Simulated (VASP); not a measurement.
# WSe2: band structure with r2SCAN

The system is WSe2, a slab with vacuum.

```
Se W
1.0
     3.28312    0.00000    0.00000
    -1.64156    2.84327    0.00000
     0.00000    0.00000   34.31626
Se W
6 3
Direct
  0.33333 0.66667 0.26435
  0.33333 0.66667 0.36268
  0.66667 0.33333 0.45089
  0.66667 0.33333 0.54911
  0.33333 0.66667 0.63732
  0.33333 0.66667 0.73565
  0.66667 0.33333 0.31352
  0.33333 0.66667 0.50000
  0.66667 0.33333 0.68648
```

```json
{
 "Program": "VASP 6.6.1",
 "Task": "band structure",
 "Functional": "r2SCAN",
 "Potentials or basis": "VASP PAW PBE potentials, release 64 (Se, W_sv)",
 "Cutoff": "520 eV",
 "k mesh": "12 × 12 × 1",
 "Occupations": "gaussian, width 0.03 eV",
 "Spin": "no spin polarisation",
 "Dipole correction": "yes",
 "Further INCAR settings": "ALGO = All; EDIFF = 1e-06; NBANDS = 49"
}
```

The largest force is 0.378 eV/Å, the band gap on the k mesh is 1.22 eV, indirect (least direct gap 1.71 eV) and the band gap along the path is 1.20 eV, indirect (least direct gap 1.71 eV). The ionisation potential of the upper face is 5.01 eV.

Forces in eV/Å, atoms in the order of the input:
```
Se   0.000  0.000  0.232
Se   0.000  0.000 -0.378
Se   0.000  0.000  0.351
Se   0.000  0.000 -0.351
Se   0.000  0.000  0.378
Se   0.000  0.000 -0.232
W    0.000  0.000 -0.083
W    0.000  0.000  0.000
W    0.000  0.000  0.083
```

Levels at points of the mesh, in eV from the valence-band top:
| k point | band 37 | band 38 | band 39 | band 40 | band 41 | band 42 |
| --- | --- | --- | --- | --- | --- | --- |
| (0.00, 0.00, 0.00) | -0.93 | -0.30 | 0.00 | 2.82 | 2.83 | 2.85 |
| (0.50, 0.00, 0.00) | -1.30 | -1.25 | -1.16 | 2.35 | 2.37 | 2.38 |

Run time: 21 min on 4 MPI ranks on Intel(R) Xeon(R) Platinum 8375C CPU @ 2.90GHz (Ice Lake), on a shared host, peak memory 0.95 GiB a rank.

Caveat: the PAW data sets were made with another functional, which shifts forces and pressure a little; spin-orbit coupling is left out, which moves the levels of the heavy elements. r2SCAN opens gaps a little over a GGA but as a rule still falls short of measured ones.
